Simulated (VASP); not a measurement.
Given:

```
CELL_PARAMETERS angstrom
      0.00000     2.04000     2.04000
      2.04000     0.00000     2.04000
      2.04000     2.04000     0.00000
ATOMIC_POSITIONS crystal
  Au 0.00000 0.00000 0.00000
```

Method: TPSS meta-GGA, VASP's PBE PAW potentials (set 64) (plane waves; VASP 6.6.1). Numerical set-up: 520 eV cut-off, 14×14×14 Γ-centred mesh, first-order Methfessel-Paxton smearing of 0.10 eV, potentials Au.

Energy and stress use the plane-wave basis of the starting cell.

Problem. The ions, cell shape and volume are relaxed. Which structure does the run end with?

Solution. 
```
CELL_PARAMETERS angstrom
      0.00000     2.05872     2.05872
      2.05872     0.00000     2.05872
      2.05872     2.05872     0.00000
ATOMIC_POSITIONS crystal
  Au 0.00000 0.00000 0.00000
```
Space group Fm-3m (225), at a tolerance of 0.03 Å.

Problem. How do energy and volume change from the first to the last step?

Solution. The energy (σ→0) changes by -6.9 meV/atom and the volume by +2.8 %, in 3 ionic steps.

The compound is Au in the fcc structure. This run relaxes it. Symmetry was kept, so distortions that lower it aren't found.
